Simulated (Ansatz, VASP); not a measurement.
## Os (Osmium) in two plane-wave programs

One calculation is typed for both programs; each brings its own data sets and cutoff. How far apart do they land? The cell is taken from a series of VASP runs on this material, whose earlier steps may have relaxed, scaled or displaced it; both programs get it as it stands.

Program: Ansatz 0.2.0. Level of theory: plane waves, with VASP 6.6.1 beside it; zone-centre phonons at PBEsol with D3(BJ). Results are calculated unless marked as measured.

## Step 1: The starting structure

It takes space group P6_3/mmc (No. 194, hexagonal). Conventional cell: a = 2.712 Å, b = 2.712 Å, c = 4.292 Å, α = 90.00°, β = 90.00°, γ = 120.00°. Os has 12 Os at 2.66 to 2.71 Å nearest.

## Step 2: Ansatz: zone-centre phonons, PBEsol with D3(BJ)

Ansatz runs on its default PAW (the set named soft_2) files.

Second derivatives magnify differences that forces hide, and they need a tight electronic threshold.

File input.yaml:

```yaml
crystal:
  lattice:
    - [2.711579899, 0.0, 0.0]
    - [-1.3557899495, 2.3482970769, 0.0]
    - [0.0, 0.0, 4.2923574995]
  atoms:
    - { symbol: Os, position: [0.6666666667, 0.3333333333, 0.75] }
    - { symbol: Os, position: [0.3333333333, 0.6666666667, 0.25] }
hamiltonian:
  xc: pbesol
  pseudopotentials: { kind: paw }
  dispersion: d3bj
kpoints:
  mp_grid: { grid: [18, 18, 10] }
scf:
  occupations: { method: methfessel_paxton, width: 0.15 }
phonons:
  method: dfpt
  qpoints: [[0, 0, 0]]
```

On the command line:

```sh
$ ansatz run input.yaml --threads 4 --pin off --max-ram 9216MiB --backend cpu --events-out ev --progress --plain --runs-dir out
```

Numbers of over 12 decimals in the logs are rounded to 6 here.

Output:

```text
zone centre: on kpoints.mp_grid the ground state, and the responses unless they are solved on pairs of k-points, stand on 546 of the mesh's 3240 k-points, reduced under 4 symmetry operations, with k and −k counted as one. Each operation leaves every solved displacement unchanged or reverses it
Engine: ansatz 0.2.0, x86_64-unknown-linux-gnu
Pseudopotentials: kind: paw
Pseudopotential: Os, paw, valence charge 16, recommended cutoff 420 eV (normal), Os.paw.azcp
Functional definition: PBEsol
  exchange = pbesol_x
  correlation = pbesol_c
Crystal: 2 atoms, lattice volume = 27.332 Å³
Basis set: ecut = 420 eV, 537 PW (Γ), exchange–correlation on 40×40×60 points (8 copies of the dense FFT grid, shifted against one another)
Bands: 20, of which v1, the nominal top of the filled ones, is band 16 counted from 1 (15 counted from 0)
Symmetry: 24 space group operations
k-points: 546 of 3240 (irreducible under 4 space group operations, time reversal used)
Non-local potential: Os, projectors of the file, l = 0: 3, l = 1: 2, l = 2: 2, l = 3: 1
PAW form: soft (Blöchl's): semilocal exchange-correlation on the pseudo side does not see the compensation charge
PAW frozen core: Os, regenerated for the run's functional, and the local potential with it (the file was generated under x = pbe(κ = 0.804, μ = 0.219515), c = pbe(β = 0.066725))
PAW one-centre angular grid: Os, 590 points (default); XC on 64 Gauss nodes
Initial density: superposition of atomic densities (neutral atoms: chi_scale 0, normalization atom), corrected by the library's trained network
Initial wavefunctions: pseudopotential atomic-orbital guess
Functional: x = pbesol(κ = 0.804, μ = 0.123457), c = pbesol(β = 0.046)
SCF iter   1: F=—  HF=-22503.474479 eV  |F-HF|=—  |Δ(HF+E_count)|=         —  Δρ=1.07e-2  dr2=1.42e-2  ethr=1.77e-3  ⟨swp⟩=4.8  Hψ=42894  notcnv=0
preconditioner: auto → none  [metal: Δε(μ)=0.020 eV  Ē_g=7.105 eV  σ=0.150 eV  W_gap=0.11  n_scr=8 (ndim 8)  ℏωp=28.4 eV  f_vac=0.000  D(μ)=1.49/eV (n_scr^D=22)  sad-step TF]
SCF iter   2: F=—  HF=-22503.473943 eV  |F-HF|=—  |Δ(HF+E_count)|=   5.36e-4  S|Δr|=    0.00e0  Δρ=6.07e-3  dr2=4.40e-3  ethr=4.43e-5  ⟨swp⟩=1.1  Hψ=15825  notcnv=0
SCF iter   3: F=—  HF=-22503.473750 eV  |F-HF|=—  |Δ(HF+E_count)|=   1.93e-4  S|Δr|=    0.00e0  Δρ=3.00e-4  dr2=1.58e-5  ethr=1.37e-5  ⟨swp⟩=2.0  Hψ=14949  notcnv=0
SCF iter   4: F=—  HF=-22503.473747 eV  |F-HF|=—  |Δ(HF+E_count)|=   3.33e-6  S|Δr|=    0.00e0  Δρ=5.48e-5  dr2=5.80e-7  ethr=4.93e-8  ⟨swp⟩=2.2  Hψ=16417  notcnv=0
SCF iter   5: F=—  HF=-22503.473749 eV  |F-HF|=—  |Δ(HF+E_count)|=   2.45e-6  S|Δr|=    0.00e0  Δρ=6.66e-6  dr2=8.58e-9  ethr=1.81e-9  ⟨swp⟩=2.0  Hψ=15383  notcnv=0
SCF iter   6: F=—  HF=-22503.473749 eV  |F-HF|=—  |Δ(HF+E_count)|=   2.11e-9  S|Δr|=    0.00e0  Δρ=9.48e-7  dr2=1.58e-10  ethr=2.68e-11  ⟨swp⟩=2.1  Hψ=17127  notcnv=0
SCF iter   7: F=-22503.473749 eV  HF=-22503.473749 eV  |F-HF|=3.64e-12  |Δ(HF+E_count)|=  5.09e-11  S|Δr|=    0.00e0  Δρ=1.83e-7  dr2=5.40e-12  ethr=1.00e-12  ⟨swp⟩=6.3  Hψ=47759  notcnv=0
SCF 1 converged in 7 iterations: F = -22503.473749 eV  dr2 = 5.40e-12
  greatest PAW one-centre occupation: 1.000 electrons in one spin orbital (limit 2), on the Os atom at site 1 (counted from 0), in its partial waves of l = 0
DFPT response loops at Γ: preconditioner auto → Kerker (q_TF=auto, 2.801 Å⁻¹) (partly filled bands, converged f_vac=0.000); β = 1.00, the filter's whole step (`scf.mixing.beta` (0.50) is not read by the response loops under this deck's `scf.mixing.preconditioner`; to damp them name `kerker` or `kerker_dos`, under which they read `scf.mixing.beta`, and type it under 1.00, their step now; both keys bind the ground state too); Broyden in place of MSR1
SCF converged after 7 iterations
Stability not checked: this state was not tested for a lower state beside it, because cold or Methfessel-Paxton smearing, or corrected tetrahedra, fill the levels in a way that the test cannot read (fill_not_monotonic; see scf.lower_state_search)
Free energy (F): -22503.473749 eV
Harris-Foulkes:  -22503.473749 eV  (|F-HF|=3.64e-12)
Internal energy: -22503.472542 eV  (E = F + TS)
E sigma→0 (E₀):  -22503.473448 eV
Entropy (-TS):   -0.001207 eV (-0.604 meV/atom)
Fermi energy:    26.567295 eV
--- Per-component energies (eV) ---
  E_band       = -114.179077
  E_kinetic    = 1126.501010
  E_local      = -1525.603926  (includes V_loc(G=0)·N_el)
  E_nonlocal   = 3.082584
  E_hartree    = 637.696018
  E_xc         = -531.565558
  E_vxc        = -568.982551  (∫ρ·V_xc dr)
  E_paw        = -17760.209122  (= ΣΔE_a)
  E_vpaw       = -424.568003  (= ΣTr[D̂ρ^β])
  E_aug_tail   = -0.000164  (compensation charges beyond the density's cutoff)
  E_ewald      = -4452.501813
  E_disp       = -1.367436  (pairwise vdW)
  E_core_change = 0.495866  (= ΣΔE_core)
  E_smearing   = -0.001207  (= −TS)
  E_closure    = 0.000000  (closes the sum)
  Σ components = -22503.473749   (vs F -22503.473749, Δ=0.00e0)
--- Band table (eV; the first three rows and the last of 546) ---
  k-point 0: bands = [... 12 lower, 23.6455, 24.2733, 24.2733, 24.9780, 24.9780, 26.5604, 28.3352, 28.3352]
  k-point 1: bands = [... 12 lower, 23.5698, 24.1878, 24.1878, 25.1749, 25.1749, 26.1418, 28.3549, 28.3549]
  k-point 2: bands = [... 12 lower, 23.3647, 23.9667, 23.9667, 25.1615, 25.6564, 25.6564, 28.3661, 28.3661]
  k-point 545: bands = [... 12 lower, 23.0379, 23.0379, 24.8712, 24.8712, 28.9529, 28.9529, 31.5925, 31.5925]
--- Phonons (Γ-DFPT): 2 representative perturbations + reference, on 546 of 3240 k-points (Σ response iterations 6) ---
  k mesh reduced under 4 symmetry operations, with k and −k counted as one. Each operation leaves every solved displacement unchanged or reverses it
  ASR residual: 1.965e-4 → 0.000e0 eV/Å²; symmetrization residual: 3.393e-13 eV/Å²
  pairwise dispersion correction: d3bj (s6 = 1.0, s8 = 2.9491, a1 = 0.4466, a2_bohr = 6.1742), with the weights of each atom's references fixed at the reference crystal's, and the forces and stress that the weights' published response gives there kept as a pressure on the atom's counted neighbours (hamiltonian.dispersion)
  ASR residual per site (eV/Å²): 1.96e-4 1.96e-4
  Γ frequencies (cm⁻¹): 0.00 0.00 0.00 176.28 176.28 234.56
  non-analytic LO–TO correction: not included (Born effective charges unavailable; polar crystals: no LO–TO splitting at Γ)
--- Phonons (arbitrary-q DFPT): 1 explicit q-point ---
  q = [0, 0, 0] (of the zone-centre solve; hermiticity 1.18e-14, symmetrization 1.76e-14): -0.00 0.00 0.00 176.28 176.28 234.56
  sum rule: each row above includes the acoustic sum rule's correction from the zone centre's row sums; it moved no ω² by more than (0.53 cm⁻¹)²
```

Wall time 14 s (4 threads of Intel Xeon Platinum 8488C (Sapphire Rapids), shared host); peak memory 1.1 GiB.

## Step 3: VASP: zone-centre phonons, PBEsol with D3(BJ)

The same cell, functional, mesh and smearing now go to VASP, with its own data sets and cutoff.

Lines of VASP's logs that name or quote its potential files are left out, and so is its time.

File INCAR:

```
SYSTEM = Os
PREC = Accurate
ENCUT = 450
EDIFF = 1E-08
NELM = 100
ISMEAR = 1
SIGMA = 0.15
LREAL = .FALSE.
ALGO = Normal
GGA = PS
IVDW = 12
NBANDS = 14
LORBIT = 11
LWAVE = .FALSE.
LCHARG = .FALSE.
KPAR = 2
IBRION = 6
NFREE = 2
POTIM = 0.015
NSW = 1
ISIF = 2
```

File POSCAR:

```
Os
1.0
    2.7115798990      0.0000000000      0.0000000000
   -1.3557899495      2.3482970769      0.0000000000
    0.0000000000      0.0000000000      4.2923574995
Os
2
Direct
    0.6666666667      0.3333333333      0.7500000000
    0.3333333333      0.6666666667      0.2500000000
```

File KPOINTS:

```
Automatic mesh
0
Gamma
18 18 10
0 0 0
```

Potentials, in the order of the species: Os (PBE family, release 64).

On the command line:

```sh
$ mpirun -np 2 vasp_std
```

Output:

```text
[banner, memory and clock lines left out]
running    2 mpi-ranks, on    1 nodes
 distrk:  each k-point on    1 cores,    2 groups
 distr:  one band on    1 cores,    1 groups

 POSCAR found type information on POSCAR Os
 POSCAR found :  1 types and       2 ions
|                                                                             |
|               ----> ADVICE to this user running VASP <----                  |
|                                                                             |
|     You enforced a specific xc type in the INCAR file but a different       |
|     [... a line on the potential file left out ...]
|     I HOPE YOU KNOW WHAT YOU ARE DOING!                                     |
|                                                                             |

 LDA part: xc-table for (Slater+PW92), standard interpolation
 POSCAR, INCAR and KPOINTS ok, starting setup
 FFT: planning ... GRIDC
 FFT: planning ... GRID_SOFT
 FFT: planning ... GRID
 WAVECAR not read
 entering main loop
       N       E                     dE             d eps       ncg     rms          rms(c)
DAV:   1     0.905231629211E+02    0.90523E+02   -0.68896E+03  6216   0.977E+02
DAV:   2    -0.215762443567E+02   -0.11210E+03   -0.99403E+02  6564   0.335E+02
DAV:   3    -0.259490045058E+02   -0.43728E+01   -0.42234E+01  8046   0.572E+01
DAV:   4    -0.259855674494E+02   -0.36563E-01   -0.36509E-01  6920   0.532E+00
DAV:   5    -0.259857846917E+02   -0.21724E-03   -0.21723E-03  7916   0.369E-01    0.257E+01
DAV:   6    -0.248275713431E+02    0.11582E+01   -0.10281E+00  7734   0.871E+00    0.118E+01
DAV:   7    -0.244788697836E+02    0.34870E+00   -0.71904E-01  7818   0.716E+00    0.590E-01
DAV:   8    -0.244722086529E+02    0.66611E-02   -0.69806E-03  6360   0.672E-01    0.355E-01
DAV:   9    -0.244696154931E+02    0.25932E-02   -0.16984E-03  7338   0.443E-01    0.462E-02
DAV:  10    -0.244696325262E+02   -0.17033E-04   -0.54898E-05  7878   0.648E-02    0.954E-03
DAV:  11    -0.244696128773E+02    0.19649E-04   -0.45130E-06  6900   0.240E-02    0.118E-03
DAV:  12    -0.244696122632E+02    0.61407E-06   -0.10212E-07  7848   0.319E-03    0.653E-04
DAV:  13    -0.244696121834E+02    0.79812E-07   -0.17518E-09  4542   0.405E-04    0.266E-04
DAV:  14    -0.244696121430E+02    0.40426E-07   -0.25519E-10  3720   0.129E-04    0.581E-05
DAV:  15    -0.244696121388E+02    0.41767E-08   -0.64386E-11  3444   0.987E-05
   1 F= -.25836621E+02 E0= -.25836238E+02  d E =-.114900E-02
[...]
2 F= -.25835403E+02 E0= -.25835015E+02  d E =-.116548E-02
[...]
3 F= -.25835403E+02 E0= -.25835015E+02  d E =-.116548E-02
[...]
4 F= -.25834451E+02 E0= -.25834060E+02  d E =-.117057E-02
 Finite differences progress:
  Degree of freedom:   2/  2
  Displacement:        1/  2
  Total:               3/  4
 bond charge predicted
       N       E                     dE             d eps       ncg     rms          rms(c)
DAV:   1    -0.244678902384E+02   -0.44980E-03   -0.33533E+00  9240   0.111E+01    0.244E-01
DAV:   2    -0.244683051995E+02   -0.41496E-03   -0.18036E-02 11508   0.159E+00    0.154E-01
DAV:   3    -0.244675025811E+02    0.80262E-03   -0.76769E-04 10518   0.200E-01    0.361E-02
DAV:   4    -0.244674420156E+02    0.60566E-04   -0.95274E-05 11622   0.690E-02    0.712E-03
DAV:   5    -0.244674402937E+02    0.17219E-05   -0.45183E-06 10914   0.168E-02    0.162E-03
DAV:   6    -0.244674401036E+02    0.19015E-06   -0.56196E-07 11100   0.489E-03    0.512E-04
DAV:   7    -0.244674400982E+02    0.53441E-08   -0.86437E-09  8532   0.897E-04
   5 F= -.25834450E+02 E0= -.25834060E+02  d E =-.117057E-02
 Finite differences progress:
  Degree of freedom:   2/  2
  Displacement:        2/  2
  Total:               4/  4
```

Parts of OUTCAR (step 3):

```text
ion  position               nearest neighbor table
   1  0.667  0.333  0.750-   2 2.66   2 2.66   2 2.66   2 2.66   2 2.66   2 2.66
   2  0.333  0.667  0.250-   1 2.66   1 2.66   1 2.66   1 2.66   1 2.66   1 2.66

  LATTYP: Found a hexagonal cell.
 ALAT       =     2.7115798990
 C/A-ratio  =     1.5829729012

 Subroutine GETGRP returns: Found 24 space group operations
 (whereof 12 operations were pure point group operations)

The static configuration has the point symmetry D_3d.
 The point group associated with its full space group is D_6h.

 Found    222 irreducible k-points:

   k-points           NKPTS =    222   k-points in BZ     NKDIM =    222   number of bands    NBANDS=     14

   dimension x,y,z NGX =    20 NGY =   20 NGZ =   30
   dimension x,y,z NGXF=    40 NGYF=   40 NGZF=   60

   ENCUT  =  450.0 eV  33.07 Ry    5.75 a.u.   4.69  4.69  7.42*2*pi/ulx,y,z

   NELECT =      16.0000    total number of electrons

 k-points in reciprocal lattice and weights: Automatic mesh
   0.00000000  0.00000000  0.00000000       0.000
   0.05555556 -0.00000000  0.00000000       0.002
   0.11111111 -0.00000000  0.00000000       0.002
   0.16666667  0.00000000  0.00000000       0.002
   0.22222222 -0.00000000  0.00000000       0.002
   0.27777778 -0.00000000  0.00000000       0.002
   0.33333333 -0.00000000  0.00000000       0.002
   0.38888889 -0.00000000  0.00000000       0.002
   0.44444444 -0.00000000  0.00000000       0.002
[...]
0.33333333  0.27777778  0.50000000       0.004
   0.33333333  0.33333333  0.50000000       0.001

 Edisp (eV)   -1.36701

 average (electrostatic) potential at core
       1 -42.7530       2 -42.7530

 E-fermi :   9.6606

 k-point     1 :       0.0000    0.0000    0.0000
  band No.  band energies     occupation
    ...
      6       7.3553      2.00000
      7       7.3553      2.00000
      8       8.0709      2.00000
      9       8.0709      2.00000
     10       9.6450      1.17503
     11      11.4223     -0.00000
     12      11.4223     -0.00000
     13      18.9605      0.00000
     14      23.7003      0.00000

 k-point     2 :       0.0556   -0.0000    0.0000
  band No.  band energies     occupation
    ...
      6       7.2748      2.00000
      7       7.4609      2.00000
      8       7.9116      2.00000
      9       7.9779      2.00000
     10       9.0379      2.00000
     11      11.4891     -0.00000
     12      12.2194     -0.00000
     13      18.9536      0.00000
     14      23.9738      0.00000

 k-point     3 :       0.1111   -0.0000    0.0000
  band No.  band energies     occupation
    ...
      6       7.2696      2.00000
      7       7.4077      2.00000
      8       7.6883      2.00000
      9       7.8167      2.00000
     10       8.3958      2.00000
     11      11.6583     -0.00000
     12      13.6030      0.00000
     13      18.9102      0.00000
     14      24.7234      0.00000

 Edisp (eV)   -1.36701

  Total       0.01044     0.01044     0.02337     0.00000     0.00000     0.00000
  in kB       0.61175     0.61175     1.36986     0.00000     0.00000     0.00000
  external pressure =        0.86 kB  Pullay stress =        0.00 kB

  energy-cutoff  :      450.00
  volume of cell :       27.33
      direct lattice vectors                 reciprocal lattice vectors
     2.711579899  0.000000000  0.000000000     0.368788690  0.212920250  0.000000000
    -1.355789950  2.348297077  0.000000000     0.000000000  0.425840499  0.000000000
     0.000000000  0.000000000  4.292357499     0.000000000  0.000000000  0.232972207

 POSITION                                       TOTAL-FORCE (eV/Angst)
 -----------------------------------------------------------------------------------
      1.35579      0.78277      3.20427        -0.000000      0.000000      0.289487
     -0.00000      1.56553      1.07309         0.000000     -0.000000     -0.289487
 -----------------------------------------------------------------------------------
    total drift:                                0.000000      0.000000     -0.000071

  FREE ENERGIE OF THE ION-ELECTRON SYSTEM (eV)
  ---------------------------------------------------
  free  energy   TOTEN  =       -25.8344502981 eV

  energy  without entropy=      -25.8332797262  energy(sigma->0) =      -25.83406011

 Eigenvectors and eigenvalues of the dynamical matrix
 ----------------------------------------------------

   1 f  =    7.042810 THz    44.251282 2PiTHz  234.922861 cm-1    29.126709 meV
             X         Y         Z           dx          dy          dz
      1.355790  0.782766  3.219268     0.000000    0.000000   -0.707107
     -0.000000  1.565531  1.073089    -0.000000    0.000000    0.707107

   2 f  =    5.273577 THz    33.134862 2PiTHz  175.907596 cm-1    21.809752 meV
             X         Y         Z           dx          dy          dz
      1.355790  0.782766  3.219268     0.707107   -0.000000    0.000000
     -0.000000  1.565531  1.073089    -0.707107   -0.000000    0.000000

   3 f  =    5.273577 THz    33.134862 2PiTHz  175.907596 cm-1    21.809752 meV
             X         Y         Z           dx          dy          dz
      1.355790  0.782766  3.219268     0.000000    0.707107    0.000000
     -0.000000  1.565531  1.073089     0.000000   -0.707107    0.000000

   4 f  =    0.000000 THz     0.000000 2PiTHz    0.000001 cm-1     0.000000 meV
             X         Y         Z           dx          dy          dz
      1.355790  0.782766  3.219268    -0.489590   -0.510198    0.000000
     -0.000000  1.565531  1.073089    -0.489590   -0.510198    0.000000

   5 f/i=    0.000000 THz     0.000000 2PiTHz    0.000001 cm-1     0.000000 meV
             X         Y         Z           dx          dy          dz
      1.355790  0.782766  3.219268    -0.000000   -0.000000    0.707107
     -0.000000  1.565531  1.073089     0.000000    0.000000    0.707107

   6 f/i=    0.000000 THz     0.000000 2PiTHz    0.000002 cm-1     0.000000 meV
             X         Y         Z           dx          dy          dz
      1.355790  0.782766  3.219268    -0.510198    0.489590    0.000000
     -0.000000  1.565531  1.073089    -0.510198    0.489590    0.000000

 ELASTIC MODULI CONTR FROM IONIC RELAXATION (kBar)
 Direction    XX          YY          ZZ          XY          YZ          ZX
 --------------------------------------------------------------------------------
 XX         -19.6573     19.6573     -0.0000      0.0000     -0.0000     -0.0000
 YY          19.6573    -19.6573      0.0000      0.0000     -0.0000     -0.0000
 ZZ          -0.0000      0.0000     -0.0000      0.0000      0.0000      0.0000
 XY          -0.0000     -0.0000      0.0000    -19.6573     -0.0000     -0.0000
 YZ          -0.0000     -0.0000      0.0000     -0.0000     -0.0000     -0.0000
 ZX          -0.0000     -0.0000      0.0000     -0.0000     -0.0000     -0.0000
 --------------------------------------------------------------------------------

 total charge
# of ion       s       p       d       tot
------------------------------------------
    1        0.676   0.823   6.074   7.572
    2        0.676   0.823   6.074   7.572
--------------------------------------------------
tot          1.352   1.645  12.147  15.144

[... 3 further parts left out ...]
```

CONTCAR:

```
Os
   1.00000000000000
     2.7115798990000002    0.0000000000000000    0.0000000000000000
    -1.3557899495000001    2.3482970768999998    0.0000000000000000
     0.0000000000000000    0.0000000000000000    4.2923574994999996
  Os
     2
Direct
     0.6666666667000031    0.3333333332999971    0.7465054168946210
     0.3333333332999970    0.6666666667000030    0.2500000000000000
```

## Step 4: Side by side

Known differences besides the potentials themselves: the data sets hold 32 valence electrons in Ansatz (default PAW (the set named soft_2) files) and 16 in VASP; the cutoff is 420 eV in Ansatz and 450 eV in VASP; Ansatz makes its cores anew for this functional, VASP keeps those of its PBE data sets; VASP leaves aspherical gradient terms in its spheres out (LASPH is not set), Ansatz keeps them; Ansatz takes the dispersion share of the force constants at frozen C6 weights, VASP differentiates the full forces; VASP uses finite displacements, Ansatz perturbation theory. Total energies have different zeros and are not compared.

Compared:

| quantity | Ansatz | VASP | difference |
| --- | --- | --- | --- |
| optical mode 1 to 2 (cm⁻¹) | 176.3 | 175.9 | +0.21 % |
| optical mode 3 (cm⁻¹) | 234.6 | 234.9 | -0.15 % |

Modes are paired by rising frequency and degeneracy, not by their patterns, so a pair may still set unlike modes beside each other.

## Step 5: What came out

```json
{
  "r.m.s. difference of the optical zone-centre modes, each program's sorted by frequency (zone-centre phonons, PBEsol with D3(BJ))": "0.37 cm⁻¹"
}
```

In words: The r.m.s. difference of the optical zone-centre modes, each program's sorted by frequency is 0.37 cm⁻¹ (zone-centre phonons, PBEsol with D3(BJ)). Such differences can come from data sets, numerical settings and the points named under the comparisons, not from the functional's error against experiment.

[Lines on the potential files, build, host, timing and source positions are cut from VASP's logs without a mark.]

[Logs are printed without paths, hosts, clocks, repeated set-up lines and the standing remarks that a program may print on its own settings, such as how far it seeks lower states.]

[Hosts, paths, dates, database ids (printed as entryN), source tags and the programs' standing remarks are cut or masked in the printed files.]
